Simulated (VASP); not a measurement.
BaZrO3 (cubic perovskite) relaxed at rising pressure, in one space group throughout; other phases were not tried. The pressures are those reached. Computed with LDA (Ceperley-Alder, Perdew-Zunger), VASP's LDA PAW potentials (set 64) (plane waves; VASP).

```csv
P (GPa),V (Å³/atom),k-mesh
-0.01,14.374,5×5×5
4.95,13.995,6×6×6
9.95,13.662,6×6×6
19.99,13.097,6×6×6
29.99,12.635,6×6×6
```

A change of mesh leaves a small step in the series.

Question: Fit an equation of state and predict the volume at 44.90 GPa.

Answer: Least squares on the third-order Birch-Murnaghan form, P = (3B0/2)(y⁷ − y⁵)[1 + (3/4)(B′ − 4)(y² − 1)] with y = (V0/V)^(1/3), gives V0 = 14.373 Å³/atom, B0 = 175 GPa and B′ = 4.4, and so 12.071 Å³/atom. The run gave 12.070 Å³/atom, -0.0 % from the fit.

Pressures at which the relaxation failed are left out.

The compound is BaZrO3 in the cubic perovskite structure.
